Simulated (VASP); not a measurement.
```xyz
2
Lattice="2.8728 0.0000 0.0000 0.0000 2.8728 0.0000 0.0000 0.0000 2.8728" Properties=species:S:1:pos:R:3 pbc="T T T"
Ga     1.4364     1.4364     1.4364
Co     0.0000     0.0000     0.0000
```

These are r2SCAN meta-GGA, VASP's PBE PAW potentials (set 64) (plane waves; VASP 6.6.1) values and carry that method's errors. Run with 520 eV cut-off, 13×13×13 Γ-centred mesh, first-order Methfessel-Paxton smearing of 0.10 eV, potentials Ga_d Co.

Task: Give the stress tensor in GPa (positive for a compressed cell).

Result: 
```
-5.48   0.00   0.00
 0.00  -5.48   0.00
 0.00   0.00  -5.48
```
The pressure is its mean diagonal, -5.48 GPa.

The compound is CoGa in the CsCl type structure. This cell is one point of a volume scan, at 1.03 of the reference volume. The run is not spin-polarised, so no magnetic state was tried.
